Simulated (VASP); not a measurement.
# Ca2CuO3 (Immm) in VASP: notebook

Runs on Ca2CuO3. Level: LDA. Tasks: single point.

Program: VASP 6.6.1. These are calculated values, not measurements. Logs are shortened: lines on timing, memory, paths and dates and some standing lists are left out, and cuts for length are marked.

## Step 1: Starting point

The structure is orthorhombic, space group Immm (No. 71). Conventional cell: a = 3.262 Å, b = 3.758 Å, c = 12.288 Å, α = 90.00°, β = 90.00°, γ = 90.00°. Around Ca (site symmetry mm2) lie 7 O at 2.33 to 2.49 Å. Cu (site symmetry mmm) is surrounded by 4 O at 1.88 to 1.97 Å. O (site symmetry mm2) is surrounded by 1 Cu at 1.97 Å. O (site symmetry mmm) is surrounded by 2 Cu at 1.88 Å.

## Step 2: Single point, LDA, collinear spin, typed start

INCAR reads:

```
SYSTEM = Ca2CuO3
ALGO     = Normal         ! electronic algorithm
EDIFF    = 1E-7           ! SCF threshold, eV
ENCUT    = 520            ! plane-wave cutoff, eV
ISIF     = 2              ! what is computed and relaxed
ISMEAR   = 0              ! smearing method
ISPIN    = 2              ! spin polarisation
LASPH    = .TRUE.         ! aspherical terms in the spheres
LCHARG   = .FALSE.        ! write CHGCAR
LMAXMIX  = 4              ! l up to which the mixer works
LORBIT   = 11             ! projections on sites
LREAL    = .FALSE.        ! projectors in reciprocal space
LWAVE    = .FALSE.        ! write WAVECAR
MAGMOM   = 0 0 0 0 1 1 0 0 0 0 0 0 ! initial moments
NBANDS   = 65             ! bands
NELM     = 150            ! most SCF steps
NUPDOWN  = 2.0            ! fixed moment
PREC     = Accurate       ! precision mode
SIGMA    = 0.02           ! smearing width, eV
```

KPOINTS reads:

```
k-points
0
G
  8 4 4
  0 0 0
```

POSCAR reads:

```
Ca2CuO3
1.0
    3.2620000000      0.0000000000      0.0000000000
    0.0000000000      7.5160000000      0.0000000000
    1.6310000000      1.8790000000      6.1440000000
Ca Cu O
4 2 6
Direct
    0.6500000000      0.0750000000      0.7000000000
    0.6500000000      0.5750000000      0.7000000000
    0.3500000000      0.4250000000      0.3000000000
    0.3500000000      0.9250000000      0.3000000000
    0.0000000000      0.2500000000      0.0000000000
    0.0000000000      0.7500000000      0.0000000000
    0.8400000000      0.1700000000      0.3200000000
    0.8400000000      0.6700000000      0.3200000000
    0.1600000000      0.3300000000      0.6800000000
    0.1600000000      0.8300000000      0.6800000000
    0.0000000000      0.0000000000      0.0000000000
    0.0000000000      0.5000000000      0.0000000000
```

Potentials or basis: VASP PAW LDA potentials, release 64 (Ca_sv, Cu, O).

Started as:

```sh
$ cat potpaw_LDA.64/Ca_sv/POTCAR potpaw_LDA.64/Cu/POTCAR potpaw_LDA.64/O/POTCAR > POTCAR
$ mpirun -np 1 vasp_std > vasp.out
```

OUTCAR:

```text
SYSTEM = Ca2CuO3
   EDIFF = 1E-7
   ENCUT = 520
   ISIF = 2
   ISMEAR = 0
   ISPIN = 2
   LASPH = .TRUE.
   LORBIT = 11
   LREAL = .FALSE.
   NELM = 150
   NUPDOWN = 2.0
   PREC = Accurate

 ion  position               nearest neighbor table
   1  0.650  0.075  0.700-   7 2.33  11 2.46  11 2.46   9 2.49   9 2.49  10 2.49  10 2.49
   2  0.650  0.575  0.700-   8 2.33  12 2.46  12 2.46  10 2.49  10 2.49   9 2.49   9 2.49
   3  0.350  0.425  0.300-   9 2.33  12 2.46  12 2.46   7 2.49   7 2.49   8 2.49   8 2.49
   4  0.350  0.925  0.300-  10 2.33  11 2.46  11 2.46   8 2.49   8 2.49   7 2.49   7 2.49
   5  0.000  0.250  0.000-  11 1.88  12 1.88   7 1.97   9 1.97
   6  0.000  0.750  0.000-  11 1.88  12 1.88   8 1.97  10 1.97
   7  0.840  0.170  0.320-   5 1.97   1 2.33   3 2.49   3 2.49   4 2.49   4 2.49
   8  0.840  0.670  0.320-   6 1.97   2 2.33   4 2.49   4 2.49   3 2.49   3 2.49
   9  0.160  0.330  0.680-   5 1.97   3 2.33   1 2.49   1 2.49   2 2.49   2 2.49
  10  0.160  0.830  0.680-   6 1.97   4 2.33   2 2.49   2 2.49   1 2.49   1 2.49
  11  0.000  0.000  0.000-   5 1.88   6 1.88   4 2.46   1 2.46   1 2.46   4 2.46
  12  0.000  0.500  0.000-   5 1.88   6 1.88   3 2.46   2 2.46   2 2.46   3 2.46

  LATTYP: Found a base centered monoclinic cell.
 ALAT       =    12.8498057573
 B/A-ratio  =     0.2538559774
 C/A-ratio  =     0.5849115654
 COS(beta)  =    -0.2924557827

  Lattice vectors:

 A1 = (   1.6310000000,  -1.8790000000,  -6.1440000000)
 A2 = (  -1.6310000000,  -1.8790000000,  -6.1440000000)
 A3 = (   0.0000000000,   7.5160000000,   0.0000000000)

Analysis of symmetry for initial positions (statically):
=====================================================================
 Subroutine PRICEL returns following result:

  LATTYP: Found a body centered orthorhombic cell.
 ALAT       =     3.2620000000
 B/A-ratio  =     1.1520539546
 C/A-ratio  =     3.7670141018
[... 12 lines left out ...]
 Subroutine GETGRP returns: Found  4 space group operations
 (whereof  4 operations were pure point group operations)
 out of a pool of  4 trial point group operations.

The static configuration has the point symmetry C_2h.

Analysis of symmetry for dynamics (positions and initial velocities):
=====================================================================
 Subroutine PRICEL returns following result:

  LATTYP: Found a body centered orthorhombic cell.
 ALAT       =     3.2620000000
 B/A-ratio  =     1.1520539546
 C/A-ratio  =     3.7670141018
[... 12 lines left out ...]
 Subroutine GETGRP returns: Found  4 space group operations
 (whereof  4 operations were pure point group operations)
[... 218 lines left out ...]
      1     -34.5629      1.00000
      2     -34.5232      1.00000
      3     -34.5147      1.00000
      4     -34.5011      1.00000
      5     -16.5474      1.00000
      6     -16.4973      1.00000
[... 1525 lines left out ...]
     60      10.2253      0.00000
     61      10.4400      0.00000

 [... further k-points ...]

 spin component 2

 k-point     1 :       0.0000    0.0000    0.0000
  band No.  band energies     occupation
      1     -34.5597      1.00000
      2     -34.5203      1.00000
      3     -34.5118      1.00000
      4     -34.4983      1.00000
      5     -16.5152      1.00000
      6     -16.4599      1.00000
[... 1525 lines left out ...]
     60      10.2745      0.00000
     61      10.4754      0.00000

 [... further k-points ...]

 [bands above 61 left out]

------------------------ aborting loop because EDIFF is reached ----------------------------------------

  FORCE on cell =-STRESS in cart. coord.  units (eV):
  Direction    XX          YY          ZZ          XY          YZ          ZX
  --------------------------------------------------------------------------------------
  -------------------------------------------------------------------------------------
  Total       -5.5861365     -6.4781529     -6.5959326      0.0000000     -0.0008139      0.0000000
  in kB      -59.4155594    -68.9032713    -70.1560060      0.0000000     -0.0086565      0.0000000
  external PRESSURE =     -66.1582789 kB  Pullay stress =       0.0000000 kB

 VOLUME and BASIS-vectors are now :
 -----------------------------------------------------------------------------
  energy-cutoff  :      520.00
  volume of cell :      150.63
      direct lattice vectors                 reciprocal lattice vectors
     3.262000000  0.000000000  0.000000000     0.306560392  0.000000000 -0.081380208
     0.000000000  7.516000000  0.000000000     0.000000000  0.133049494 -0.040690104
     1.631000000  1.879000000  6.144000000     0.000000000  0.000000000  0.162760417

 POSITION                                       TOTAL-FORCE (eV/Angst)
 -----------------------------------------------------------------------------------
      3.26200      1.87900      4.30080         0.000000     -0.000101      0.042030
      3.26200      5.63700      4.30080         0.000000     -0.000101      0.042030
      1.63100      3.75800      1.84320         0.000000      0.000101     -0.042030
      1.63100      7.51600      1.84320         0.000000      0.000101     -0.042030
      0.00000      1.87900      0.00000        -0.000000      0.000000      0.000000
      0.00000      5.63700      0.00000         0.000000      0.000000      0.000000
      3.26200      1.87900      1.96608        -0.000000     -0.000090      0.210360
      3.26200      5.63700      1.96608        -0.000000     -0.000090      0.210360
      1.63100      3.75800      4.17792         0.000000      0.000090     -0.210360
      1.63100      7.51600      4.17792         0.000000      0.000090     -0.210360
      0.00000      0.00000      0.00000         0.000000     -0.000000      0.000000
      0.00000      3.75800      0.00000        -0.000000      0.000000      0.000000
 -----------------------------------------------------------------------------------
    total drift:                               -0.000000      0.000000     -0.000000

  FREE ENERGIE OF THE ION-ELECTRON SYSTEM (eV)
  ---------------------------------------------------
  free  energy   TOTEN  =       -79.5067157265 eV

  energy  without entropy=      -79.5065035403  energy(sigma->0) =      -79.50660963

 total charge

# of ion       s       p       d       tot
------------------------------------------
    1        2.033   5.863   0.291   8.187
    2        2.033   5.863   0.291   8.187
    3        2.033   5.863   0.291   8.187
    4        2.033   5.863   0.291   8.187
    5        0.427   0.470   9.109  10.006
    6        0.427   0.470   9.109  10.006
    7        1.543   3.405   0.000   4.948
    8        1.543   3.405   0.000   4.948
    9        1.543   3.405   0.000   4.948
   10        1.543   3.405   0.000   4.948
   11        1.539   3.459   0.000   4.998
   12        1.539   3.459   0.000   4.998
--------------------------------------------------
tot         18.236  44.931  19.380  82.548

 magnetization (x)

# of ion       s       p       d       tot
------------------------------------------
    1        0.000   0.001   0.001   0.003
    2        0.000   0.001   0.001   0.003
    3        0.000   0.001   0.001   0.003
    4        0.000   0.001   0.001   0.003
    5        0.008   0.009   0.528   0.545
    6        0.008   0.009   0.528   0.545
    7        0.006   0.115   0.000   0.120
    8        0.006   0.115   0.000   0.120
    9        0.006   0.115   0.000   0.120
   10        0.006   0.115   0.000   0.120
   11        0.014   0.136   0.000   0.150
   12        0.014   0.136   0.000   0.150
--------------------------------------------------
tot          0.068   0.753   1.063   1.884
```

OSZICAR:

```text
N       E                     dE             d eps       ncg     rms          rms(c)
DAV:   1     0.125370950216E+04    0.12537E+04   -0.45045E+04 14576   0.180E+03
DAV:   2     0.110098568230E+03   -0.11436E+04   -0.10722E+04 15444   0.505E+02
[... 10 lines left out ...]
DAV:  13    -0.795066834815E+02   -0.89957E-04   -0.13439E-03 23928   0.251E-01    0.643E-02
DAV:  14    -0.795067238418E+02   -0.40360E-04   -0.25880E-04 21792   0.279E-01    0.404E-02
DAV:  15    -0.795067173785E+02    0.64633E-05   -0.11095E-04 24464   0.212E-01    0.145E-02
DAV:  16    -0.795067164159E+02    0.96260E-06   -0.15683E-05 22136   0.238E-02    0.785E-03
DAV:  17    -0.795067158953E+02    0.52052E-06   -0.73266E-06 20280   0.166E-02    0.349E-03
DAV:  18    -0.795067157484E+02    0.14699E-06   -0.65786E-07 20640   0.101E-02    0.147E-03
DAV:  19    -0.795067157265E+02    0.21833E-07   -0.14799E-07 11920   0.253E-03
   1 F= -.79506716E+02 E0= -.79506610E+02  d E =-.212186E-03  mag=     2.0000
```

Wall time 15 min (1 thread of Intel Xeon 6975P-C (Granite Rapids), shared host); peak memory 0.75 GiB.

What came out:

```yaml
Free_energy: -79.5067 eV
Pressure: -6.6 GPa
Largest_force: 0.210 eV/Å
Net_moment: 2.00 μB per cell
Site_moments: Ca +0.00; Cu +0.55; O +0.12, +0.15 μB
Valence_electrons_inside_the_program's_atomic_spheres: Ca 8.19; Cu 10.01; O 4.95, 5.00
```

Forces on the atoms (eV/Å):
```
Ca   0.000  0.000  0.042
Ca   0.000  0.000  0.042
Ca   0.000  0.000 -0.042
Ca   0.000  0.000 -0.042
Cu   0.000  0.000  0.000
Cu   0.000  0.000  0.000
O    0.000  0.000  0.210
O    0.000  0.000  0.210
O    0.000  0.000 -0.210
O    0.000  0.000 -0.210
O    0.000  0.000  0.000
O    0.000  0.000  0.000
```

Caveat: the total moment is fixed, so each spin has its own Fermi level.

## Step 3: Single point, LDA

INCAR reads:

```
SYSTEM = Ca2CuO3
PREC = Accurate
ENCUT = 520
EDIFF = 1E-6
ISMEAR = 0
SIGMA = 0.02
LREAL = .FALSE.
LASPH = .TRUE.
NELM = 100
ALGO = Normal
ISIF = 2
LWAVE = .FALSE.
LCHARG = .FALSE.
NBANDS = 61
```

KPOINTS reads:

```
regular mesh
0
G
  8 4 4
  0 0 0
```

POSCAR is that of step 2.

Potentials or basis: VASP PAW LDA potentials, release 64 (Ca_sv, Cu, O).

Started as:

```sh
$ cat potpaw_LDA.64/Ca_sv/POTCAR potpaw_LDA.64/Cu/POTCAR potpaw_LDA.64/O/POTCAR > POTCAR
$ mpirun -np 1 vasp_std > vasp.out
```

It took 6.8 min on 1 thread of Intel Xeon 6975P-C (Granite Rapids), shared host; peak memory 0.49 GiB.

The run converged. Its results:

```yaml
Free_energy: -80.2792 eV
Pressure: -7.7 GPa
Largest_force: 0.138 eV/Å
Band_gap_on_the_k_mesh: none (metal or under the smearing width)
```

Forces in eV/Å, atoms in the order of the input:
```
Ca   0.000  0.000  0.138
Ca   0.000  0.000  0.138
Ca   0.000  0.000 -0.138
Ca   0.000  0.000 -0.138
Cu   0.000  0.000  0.000
Cu   0.000  0.000  0.000
O    0.000  0.000 -0.124
O    0.000  0.000 -0.124
O    0.000  0.000  0.124
O    0.000  0.000  0.124
O    0.000  0.000  0.000
O    0.000  0.000  0.000
```

Stress tensor (GPa, compression positive):
```
 -5.99   0.00   0.00
  0.00  -6.84   0.00
  0.00   0.00 -10.24
```

Levels at points of the mesh, in eV from the Fermi level:
```csv
k point,band 46,band 47,band 48,band 49,band 50,band 51,band 52,band 53
"(0.00, 0.00, 0.00)",-1.60,-1.52,-1.40,-1.21,0.57,1.80,2.98,3.43
"(0.50, 0.00, 0.00)",-1.69,-1.57,-1.44,-1.15,0.77,1.15,3.63,4.29
"(0.00, 0.50, 0.00)",-1.75,-1.59,-1.59,-0.19,-0.19,2.84,2.84,3.76
"(0.50, 0.50, 0.00)",-2.08,-1.74,-1.74,0.02,0.02,2.24,2.24,4.47
"(0.00, 0.00, 0.50)",-1.43,-1.40,-1.26,-1.21,0.57,2.19,3.75,4.04
"(0.00, 0.50, 0.50)",-1.81,-1.49,-1.49,0.04,0.04,2.92,2.92,4.20
```

Caveat: the run has no spin polarisation, though such a crystal can be magnetic; semilocal functionals often make such compounds metallic where correlation or magnetic order opens a gap, which also shifts bond lengths. With open d or f shells a metallic result of LDA can be an artefact of self-interaction; +U or a hybrid may open a gap.
